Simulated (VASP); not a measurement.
# TaV (Cmmm) in VASP: notebook

The runs below take TaV through relaxation of cell and atoms, with LDA.

Everything below comes from runs of VASP 6.6.1. Logs are shortened: lines on timing, memory, paths and dates and some standing lists are left out, and cuts for length are marked.

## (1) The crystal as given

It takes space group Cmmm (No. 65, orthorhombic). Conventional cell: a = 3.213 Å, b = 4.616 Å, c = 4.341 Å, α = 90.00°, β = 90.00°, γ = 90.00°. Around Ta (site symmetry mmm) lie 4 V at 2.70 Å and 4 Ta at 2.81 Å. V (site symmetry mmm) is surrounded by 4 Ta at 2.70 Å and 4 V at 2.81 Å.

The cell comes from a database or a generator and needn't be the stable form of this composition.

## (2) Relaxation of cell and atoms, LDA, collinear spin, ferromagnetic start, target pressure 30 GPa, at which the enthalpy is minimised

INCAR reads:

```
SYSTEM = TaV
ALGO     = Normal         ! electronic algorithm
EDIFF    = 1E-7           ! SCF threshold, eV
EDIFFG   = -0.005         ! ionic threshold
ENCUT    = 600            ! plane-wave cutoff, eV
IBRION   = 2              ! ionic algorithm
ISIF     = 3              ! what is computed and relaxed
ISMEAR   = -1             ! smearing method
ISPIN    = 2              ! spin polarisation
LASPH    = .True.         ! aspherical terms in the spheres
LCHARG   = .False.        ! write CHGCAR
LMAXMIX  = 4              ! l up to which the mixer works
LORBIT   = 11             ! projections on sites
LREAL    = .False.        ! projectors in reciprocal space
LWAVE    = .False.        ! write WAVECAR
MAGMOM   = 0 2            ! initial moments
NELM     = 120            ! most SCF steps
NSW      = 60             ! ionic steps
PREC     = Accurate       ! precision mode
PSTRESS  = 300          
SIGMA    = 0.05           ! smearing width, eV
```

KPOINTS reads:

```
k-points
0
Gamma
  7 7 5
  0 0 0
```

POSCAR reads:

```
TaV
1.0
    1.6067000000     -2.3077750000      0.0000000000
    1.6067000000      2.3077750000      0.0000000000
    0.0000000000      0.0000000000      4.3413610000
Ta V
1 1
Direct
    0.0000000000      0.0000000000      0.0000000000
    0.5000000000      0.5000000000      0.5000000000
```

Potentials or basis: VASP PAW LDA potentials, release 64 (Ta_pv, V_sv).

Launch:

```bash
$ cat potpaw_LDA.64/Ta_pv/POTCAR potpaw_LDA.64/V_sv/POTCAR > POTCAR
$ mpirun -np 1 vasp_std > vasp.out
```

OUTCAR:

```text
SYSTEM = TaV
   EDIFF = 1E-7
   EDIFFG = -0.005
   ENCUT = 600
   IBRION = 2
   ISIF = 3
   ISMEAR = -1
   ISPIN = 2
   LASPH = .True.
   LORBIT = 11
   LREAL = .False.
   NELM = 120
   NSW = 60
   PREC = Accurate
   PSTRESS = 300

 ion  position               nearest neighbor table
   1  0.000  0.000  0.000-   2 2.70   2 2.70   2 2.70   2 2.70   2 3.17   2 3.17   2 3.17   2 3.17

   2  0.500  0.500  0.500-   1 2.70   1 2.70   1 2.70   1 2.70   1 3.17   1 3.17   1 3.17   1 3.17

  LATTYP: Found a base centered orthorhombic cell.
 ALAT       =     3.2134000000
 B/A-ratio  =     1.4363446816
 C/A-ratio  =     1.3510179249

  Lattice vectors:

 A1 = (   1.6067000000,  -2.3077750000,   0.0000000000)
 A2 = (   1.6067000000,   2.3077750000,   0.0000000000)
 A3 = (   0.0000000000,   0.0000000000,   4.3413610000)

Analysis of symmetry for initial positions (statically):
=====================================================================
 Subroutine PRICEL returns:
 Original cell was already a primitive cell.

 Routine SETGRP: Setting up the symmetry group for a
 base centered orthorhombic supercell.

 Subroutine GETGRP returns: Found  8 space group operations
 (whereof  8 operations were pure point group operations)
 out of a pool of  8 trial point group operations.

The static configuration has the point symmetry D_2h.

Analysis of symmetry for dynamics (positions and initial velocities):
=====================================================================
 Subroutine PRICEL returns:
 Original cell was already a primitive cell.

 Routine SETGRP: Setting up the symmetry group for a
 base centered orthorhombic supercell.

 Subroutine GETGRP returns: Found  8 space group operations
 (whereof  8 operations were pure point group operations)
 out of a pool of  8 trial point group operations.

The dynamic configuration has the point symmetry D_2h.

Analysis of structural, dynamic, and magnetic symmetry:
=====================================================================
 Subroutine PRICEL returns:
 Original cell was already a primitive cell.

 Routine SETGRP: Setting up the symmetry group for a
 base centered orthorhombic supercell.

 Subroutine GETGRP returns: Found  8 space group operations
 (whereof  8 operations were pure point group operations)
 out of a pool of  8 trial point group operations.

The overall configuration has the point symmetry D_2h.

 Subroutine INISYM returns: Found  8 space group operations
 (whereof  8 operations are pure point group operations),
 and found     1 'primitive' translations

[... 122 lines left out ...]
   IVDW    =     0    specifies the selected vdW correction
   LEPSILON=     F    determine dielectric tensor
   LRPA    =     F    only Hartree local field effects (RPA)
 conjugate gradient relaxation of ions
 spin polarized calculation
  energy-cutoff  :      600.00
  volume of cell :       32.19
 maximum number of plane-waves:      1103
   NGX = 11   NGY = 11   NGZ = 17

--------------------------------------- Ionic step        1  -------------------------------------------

 number of electron      24.0000002 magnetization       0.0224478

 number of electron      24.0000002 magnetization      -0.0000857

 Free energy of the ion-electron system (eV)
  ---------------------------------------------------
  ext. energy  EPLUGINS =         0.00000000
  ---------------------------------------------------
  free energy    TOTEN  =       -22.53447956 eV

  energy without entropy =      -22.50114699  energy(sigma->0) =      -22.51781328

------------------------ aborting loop because EDIFF is reached ----------------------------------------

  FORCE on cell =-STRESS in cart. coord.  units (eV):
  Direction    XX          YY          ZZ          XY          YZ          ZX
  --------------------------------------------------------------------------------------
  -------------------------------------------------------------------------------------
  Total       -2.5467344     -2.3532406     -2.3600544      0.0000000      0.0000000      0.0000000
  in kB     -126.7389445   -117.1096717   -117.4487627      0.0000000      0.0000000      0.0000000
  external PRESSURE =    -420.4324596 kB  Pullay stress =     300.0000000 kB
[... 27 lines left out ...]
 number of electron      23.9999998 magnetization      -0.0000051

 number of electron      23.9999998 magnetization       0.0000001

 E-fermi :  16.7555     XC(G=0): -16.8503

 val. band max:       16.7228719209   @ k =   0.1429   0.0000   0.4000
 cond. band min:      16.7894722594   @ k =  -0.1429   0.1429   0.4000
 fundamental gap:      0.0666003384
 Fermi energy:        16.7554796992

 spin component 1

 k-point     1 :       0.0000    0.0000    0.0000
  band No.  band energies     occupation
      1     -46.6607      1.00000
      2     -23.4088      1.00000
      3     -20.0681      1.00000
      4     -19.1671      1.00000
      5     -15.9661      1.00000
      6     -14.9338      1.00000
[... 1028 lines left out ...]
  energy  without entropy=      -22.4502419283  energy(sigma->0) =      -22.46160328

  enthalpy is  TOTEN    =       -17.2823315277 eV   P V=        5.1906331033

[... ionic steps 4 to 12 ...]

--------------------------------------- Ionic step       13  -------------------------------------------

 number of electron      24.0000001 magnetization       0.0000000

 number of electron      24.0000001 magnetization      -0.0000007
[... 77 lines left out ...]
 number of electron      24.0000000 magnetization      -0.0000005

 number of electron      24.0000000 magnetization       0.0000010

 Free energy of the ion-electron system (eV)
  ---------------------------------------------------
  ext. energy  EPLUGINS =         0.00000000
  ---------------------------------------------------
  free energy    TOTEN  =       -22.33337474 eV

  energy without entropy =      -22.31334539  energy(sigma->0) =      -22.32336006

 E-fermi :   8.8520     XC(G=0): -13.8300

 val. band max:        8.8514014921   @ k =   0.2857   0.1429   0.4000
 cond. band min:       8.8595039213   @ k =   0.2857  -0.0000   0.2000
 fundamental gap:      0.0081024292
 Fermi energy:         8.8520351734

 spin component 1

 k-point     1 :       0.0000    0.0000    0.0000
  band No.  band energies     occupation
      1     -53.7910      1.00000
      2     -28.3394      1.00000
      3     -27.8693      1.00000
      4     -27.7155      1.00000
      5     -24.0753      1.00000
      6     -23.4716      1.00000
[... 988 lines left out ...]
  energy  without entropy=      -22.3133453865  energy(sigma->0) =      -22.32336006

  enthalpy is  TOTEN    =       -17.3115527015 eV   P V=        5.0218220386

 reached required accuracy - stopping structural energy minimisation

 total charge

# of ion       s       p       d       tot
------------------------------------------
    1        0.440   6.195   2.786   9.421
    2        2.363   6.254   3.293  11.910
--------------------------------------------------
tot          2.803  12.449   6.079  21.331

 magnetization (x)

# of ion       s       p       d       tot
------------------------------------------
    1       -0.000  -0.000  -0.000  -0.000
    2        0.000  -0.000   0.000   0.000
--------------------------------------------------
tot         -0.000  -0.000  -0.000  -0.000
```

OSZICAR:

```text
N       E                     dE             d eps       ncg     rms          rms(c)
DAV:   1     0.256824292685E+03    0.25682E+03   -0.15856E+04  3264   0.170E+03
DAV:   2    -0.161864211799E+02   -0.27301E+03   -0.27044E+03  3352   0.478E+02
[... 153 lines left out ...]
DAV:   1    -0.223334705173E+02   -0.29383E-03   -0.37440E-03  3264   0.756E-01    0.666E-02
DAV:   2    -0.223334482680E+02    0.22249E-04   -0.83267E-04  3936   0.208E-01    0.747E-02
DAV:   3    -0.223333905639E+02    0.57704E-04   -0.58937E-04  4152   0.152E-01    0.268E-02
DAV:   4    -0.223333748813E+02    0.15683E-04   -0.51006E-05  4068   0.568E-02    0.571E-03
DAV:   5    -0.223333747721E+02    0.10921E-06   -0.12418E-06  3375   0.133E-02    0.299E-03
DAV:   6    -0.223333747401E+02    0.31951E-07   -0.51973E-08  1784   0.234E-03
  15 F= -.17311553E+02 E0= -.17301538E+02  d E =-.111225E-04  mag=    -0.0000
```

It took 4.1 min on 1 thread of AMD EPYC 9R45 (Zen 5), shared host; peak memory 0.17 GiB.

Results:

| Quantity | Value |
| --- | --- |
| Free energy | -22.3334 eV |
| Relaxed volume | 13.41 Å³/atom |
| Relaxed cell | a = 2.659 Å, b = 2.659 Å, c = 4.048 Å, α = 90.00°, β = 90.00°, γ = 110.42° |
| Space group after relaxing (to 0.05 Å) | Cmmm (No. 65) |
| Energy change on relaxing (the enthalpy is what falls) | +100.6 meV/atom |
| Ionic steps | 15 |
| Pressure after relaxing | 30.0 GPa |
| Band gap on the k mesh | none (metal or under the smearing width) |
| Net moment | 0.00 μB per cell |
| Valence electrons inside the program's atomic spheres | Ta 9.42; V 11.91 |

Step by step:
```tsv
step	energy change (eV)	largest force (eV/Å)	pressure (GPa)	volume (Å³)
1	0.0000	0.0000	-12.04	32.19
2	10.7706	0.0000	417.96	16.25
3	0.0615	0.0000	20.32	27.72
4	0.1410	0.0000	26.09	27.17
5	0.2025	0.0000	30.06	26.82
6	0.1839	0.0000	28.91	26.92
7	0.1850	0.0000	28.98	26.91
8	0.1867	0.0000	29.07	26.90
9	0.2301	0.0000	31.75	26.67
10	0.2031	0.0000	30.11	26.81
11	0.2020	0.0000	30.05	26.81
12	0.2014	0.0000	30.00	26.82
13	0.2015	0.0000	30.00	26.82
14	0.2013	0.0000	29.99	26.82
15	0.2011	0.0000	29.97	26.82
```

Final structure:
```
CELL_PARAMETERS angstrom
1.51704 -2.18355 0.00000
1.51704 2.18355 0.00000
0.00000 0.00000 4.04818
ATOMIC_POSITIONS crystal
Ta 0.00000 0.00000 0.00000
V 0.50000 0.50000 0.50000
```

Caveat: the cell is relaxed towards a set pressure, so the enthalpy falls and the energy may rise; the volume moved by over 15 % at a fixed basis, so the end points are rough. The run has no spin-orbit coupling, so splittings on Ta are missing.

## (3) Relaxation of cell and atoms, LDA, collinear spin, ferromagnetic start

INCAR, as its differences from that of step 2:

```diff
@@ -19,3 +19,3 @@
 PREC     = Accurate       ! precision mode
-PSTRESS  = 300          
+PSTRESS  = 0            
 SIGMA    = 0.05           ! smearing width, eV
```

KPOINTS is that of step 2.

POSCAR is that of step 2.

Potentials or basis: VASP PAW LDA potentials, release 64 (Ta_pv, V_sv).

Launch:

```bash
$ cat potpaw_LDA.64/Ta_pv/POTCAR potpaw_LDA.64/V_sv/POTCAR > POTCAR
$ mpirun -np 1 vasp_std > vasp.out
```

Run time: 2.7 min. Hardware: 1 thread of AMD EPYC 9R45 (Zen 5), shared host; peak memory 0.17 GiB.

The run converged. Its results:

```yaml
Free_energy: -22.6166 eV
Relaxed_volume: 15.07 Å³/atom
Relaxed_cell: a = 2.754 Å, b = 2.754 Å, c = 4.246 Å, α = 90.00°, β = 90.00°, γ = 110.68°
Space_group_after_relaxing_to_0.05_Å: Cmmm (No. 65)
Energy_gained_by_relaxing: 41.1 meV/atom
Ionic_steps: 8
Pressure_after_relaxing: 0.0 GPa
Band_gap_on_the_k_mesh: none (metal or under the smearing width)
Net_moment: 0.00 μB per cell
Valence_electrons_inside_the_program's_atomic_spheres: Ta 9.15; V 11.67
```

Step by step:
```tsv
step	energy change (eV)	largest force (eV/Å)	pressure (GPa)	volume (Å³)
1	0.0000	0.0000	-12.04	32.19
2	0.1918	0.0000	29.40	26.88
3	-0.0818	0.0000	-0.54	30.21
4	-0.0819	0.0000	-0.03	30.14
5	-0.0819	0.0000	0.25	30.10
6	-0.0820	0.0000	-0.37	30.19
7	-0.0820	0.0000	-0.21	30.17
8	-0.0821	0.0000	-0.02	30.14
```

Final structure:
```
Ta V
1.0
     1.56643   -2.26548    0.00000
     1.56643    2.26548    0.00000
     0.00000    0.00000    4.24649
Ta V
1 1
Cartesian
  0.0000 0.0000 0.0000
  1.5664 0.0000 2.1232
```

Levels at points of the mesh, in eV from the Fermi level:
Spin up:
| k point | band 10 | band 11 | band 12 | band 13 | band 14 | band 15 |
| --- | --- | --- | --- | --- | --- | --- |
| (0.00, 0.00, 0.00) | -1.44 | 0.04 | 0.45 | 0.91 | 2.12 | 2.35 |
Spin down:
```csv
k point,band 9,band 10,band 11,band 12,band 13,band 14,band 15,band 16
"(0.00, 0.00, 0.00)",-3.92,-1.44,0.04,0.45,0.91,2.12,2.35,2.60
```

Spin-orbit coupling is left out, which matters for the levels of Ta.

## (4) The reference run

An earlier run on the cell as given: functional PBE; potentials or basis VASP PAW PBE potentials, release 64 (Ta_pv, V_sv); cutoff 520 eV; k mesh 10 × 10 × 6; occupations fermi-dirac, width 0.05 eV; collinear spin, ferromagnetic start; starting moments [0.0, 2.0] μB.

- Pressure: 0.2 GPa
- Band gap on the k mesh: none (metal or under the smearing width)
- Net moment: 0.00 μB per cell
- Valence electrons inside the program's atomic spheres: Ta 9.00; V 11.53

## (5) Summary

```tsv
task	level	potentials or basis	cell	k mesh	cutoff (eV)	target pressure	gap on the mesh (eV)	pressure (GPa)	moment (μB)
relaxation of cell and atoms	LDA	VASP PAW LDA potentials, release 64 (Ta_pv, V_sv)	relaxed to 30 GPa	7 × 7 × 5	600	30 GPa	none	30.0	0.00
relaxation of cell and atoms	LDA	VASP PAW LDA potentials, release 64 (Ta_pv, V_sv)	relaxed	7 × 7 × 5	600	-	none	0.0	0.00
single point	PBE	VASP PAW PBE potentials, release 64 (Ta_pv, V_sv)	as given	10 × 10 × 6	520	-	none	0.2	0.00
```

Alike in all rows: spin collinear, ferromagnetic start; smearing fermi-dirac 0.05 eV.

Caveats: the cell is relaxed towards a set pressure, so the enthalpy falls and the energy may rise (some runs); the volume moved by over 15 % at a fixed basis, so the end points are rough (some runs).

Total energies depend on the potentials used, so only differences within one code and one set of settings carry meaning.
